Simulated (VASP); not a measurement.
Consider the following.

```xyz
3
Lattice="1.8690 -3.2372 0.0000 1.8690 3.2372 0.0000 0.0000 0.0000 4.7527" Properties=species:S:1:pos:R:3 pbc="T T T"
Pt     0.0000     0.0000     0.0000
Se     1.8690     1.0791     1.2648
Se     1.8690    -1.0791     3.4879
```

Computed with PBE GGA with D4 dispersion, VASP's PBE PAW potentials (set 64) (plane waves; VASP). Settings: 520 eV cut-off, 9×9×7 Γ-centred mesh, first-order Methfessel-Paxton smearing of 0.10 eV, potentials Pt Se.

The ions and cell shape at fixed volume are relaxed. Give the cell that the relaxation ends in.

```xyz
3
Lattice="1.8785 -3.2536 0.0000 1.8785 3.2536 0.0000 0.0000 0.0000 4.7050" Properties=species:S:1:pos:R:3 pbc="T T T"
Pt     0.0000     0.0000     0.0000
Se     1.8785     1.0845     1.2773
Se     1.8785    -1.0845     3.4276
```
Space group P-3m1 (164), at a tolerance of 0.03 Å.

How much energy does the relaxation gain?

The energy (σ→0) changes by -3.3 meV/atom, in 6 ionic steps.

The compound is PtSe2 in the 1T layered structure. This cell is one point of a volume scan, at 0.97 of the reference volume. Symmetry was kept, so distortions that lower it aren't found.
